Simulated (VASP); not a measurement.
Consider the following.

```xyz
2
Lattice="1.3328 -2.3084 0.0000 1.3328 2.3084 0.0000 0.0000 0.0000 4.6787" Properties=species:S:1:pos:R:3 pbc="T T T"
Zn     1.3328     0.7695     1.1697
Zn     1.3328    -0.7695     3.5090
```

The numbers are results of PBE GGA with D4 dispersion, VASP's PBE PAW potentials (set 64) (plane waves; VASP), not measurements. Numerical set-up: 520 eV cut-off, 16×16×8 Γ-centred mesh, first-order Methfessel-Paxton smearing of 0.10 eV, potentials Zn.

**Question.** The ions and cell shape at fixed volume are relaxed. What does this cell relax into?

**Answer.** 
```xyz
2
Lattice="1.3132 -2.2745 0.0000 1.3132 2.2745 0.0000 0.0000 0.0000 4.8193" Properties=species:S:1:pos:R:3 pbc="T T T"
Zn     1.3132     0.7582     1.2048
Zn     1.3132    -0.7582     3.6145
```
Space group P6_3/mmc (194), at a tolerance of 0.03 Å.

**Question.** How much energy does the relaxation gain?

**Answer.** The energy (σ→0) changes by -5.7 meV/atom, in 5 ionic steps.

The compound is Zn in the hcp structure. This run relaxes it. Symmetry was kept, so distortions that lower it aren't found.
